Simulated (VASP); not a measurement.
Input for VASP

File POSCAR:
```
Zn
1
    1.3300000000    -2.3036280000     0.0000000000
    1.3300000000     2.3036280000     0.0000000000
    0.0000000000     0.0000000000     4.9500000000
Zn
2
Direct
  0.3333330000   0.6666670000   0.2500000000
  0.6666670000   0.3333330000   0.7500000000
```

INCAR:
```
SYSTEM = Zn
PREC = Accurate
ENCUT = 400
EDIFF = 1E-6
NELM = 100
ALGO = Normal
LREAL = .FALSE.
LASPH = .TRUE.
ISMEAR = 0
SIGMA = 0.001
GGA = PE
LMAXMIX = 4
LWAVE = .FALSE.
LCHARG = .FALSE.
ISIF = 2
```

File KPOINTS:
```
Automatic mesh
0
Gamma
4 4 2
0 0 0
```

POTCAR, in this order: Zn (PBE.64 set). Program: vasp_std.

### Question
What happens when VASP runs on this input?

### Answer
There is a fault: a metal was run with a tiny SIGMA on a coarse mesh. The run ends without an error. Against the sound run, the energy per atom (σ→0) falls by 0.146 eV/atom; the pressure drops by 1.87 GPa.

**standard output**
```
 POSCAR found type information on POSCAR Zn
 POSCAR found :  1 types and       2 ions
 Reading from existing POTCAR
 Reading from existing POTCAR
 LDA part: xc-table for (Slater+PW92), standard interpolation
 POSCAR, INCAR and KPOINTS ok, starting setup
 WAVECAR not read
 entering main loop
       N       E                     dE             d eps       ncg     rms          rms(c)
DAV:   1     0.880362114111E+02    0.88036E+02   -0.11460E+04   264   0.202E+03
DAV:   2    -0.288468931719E+00   -0.88325E+02   -0.87166E+02   272   0.277E+02
DAV:   3    -0.269844799051E+01   -0.24100E+01   -0.24074E+01   312   0.576E+01
DAV:   4    -0.270517872924E+01   -0.67307E-02   -0.67305E-02   312   0.311E+00
DAV:   5    -0.270518937215E+01   -0.10643E-04   -0.10643E-04   304   0.993E-02    0.396E+00
DAV:   6    -0.250476398553E+01    0.20043E+00   -0.96676E-01   264   0.218E+01    0.296E+00
DAV:   7    -0.249576878377E+01    0.89952E-02   -0.26967E-02   336   0.299E+00    0.153E+00
DAV:   8    -0.249121224577E+01    0.45565E-02   -0.16161E-03   344   0.633E-01    0.459E-02
DAV:   9    -0.249121227486E+01   -0.29090E-07   -0.20903E-04   384   0.222E-01    0.324E-02
DAV:  10    -0.249121469229E+01   -0.24174E-05   -0.21859E-05   288   0.645E-02    0.282E-03
DAV:  11    -0.249121443290E+01    0.25939E-06   -0.16965E-07   224   0.695E-03
   1 F= -.24912144E+01 E0= -.24911813E+01  d E =-.662517E-04
```

### OUTCAR
```
------------------------ aborting loop because EDIFF is reached ----------------------------------------
  FORCE on cell =-STRESS in cart. coord.  units (eV):
  Direction    XX          YY          ZZ          XY          YZ          ZX
  --------------------------------------------------------------------------------------
  Total       -0.7474129     -0.7474132      0.3552724      0.0000000      0.0000000      0.0000000
  in kB      -39.4795303    -39.4795449     18.7660520      0.0000000      0.0000000      0.0000000
  external PRESSURE =     -20.0643411 kB  Pullay stress =       0.0000000 kB
  volume of cell :       30.33
      direct lattice vectors                 reciprocal lattice vectors
     1.330000000 -2.303628000  0.000000000     0.375939850 -0.217048933  0.000000000
     1.330000000  2.303628000  0.000000000     0.375939850  0.217048933  0.000000000
     0.000000000  0.000000000  4.950000000     0.000000000  0.000000000  0.202020202
 POSITION                                       TOTAL-FORCE (eV/Angst)
 -----------------------------------------------------------------------------------
      1.33000      0.76788      1.23750         0.000000     -0.000000      0.000000
      1.33000     -0.76788      3.71250         0.000000      0.000000      0.000000
 -----------------------------------------------------------------------------------
    total drift:                                0.000000      0.000074      0.000002
  FREE ENERGIE OF THE ION-ELECTRON SYSTEM (eV)
  ---------------------------------------------------
  free  energy   TOTEN  =        -2.4912144329 eV

  energy  without entropy=       -2.4911481812  energy(sigma->0) =       -2.49118131
```
(Selected blocks of OUTCAR.)

To mend it, set ISMEAR = 1, set SIGMA = 0.1, correct KPOINTS.
**KPOINTS**
```
Automatic mesh
0
Gamma
12 12 6
0 0 0
```
The mended run (PBE GGA, plane waves, VASP's PBE PAW potentials (set 64)) converges, and its OSZICAR ends with
```
   1 F= -.21984579E+01 E0= -.21986298E+01  d E =0.515889E-03
```

The compound is Zn in the hcp structure. The cell was not relaxed at this level.
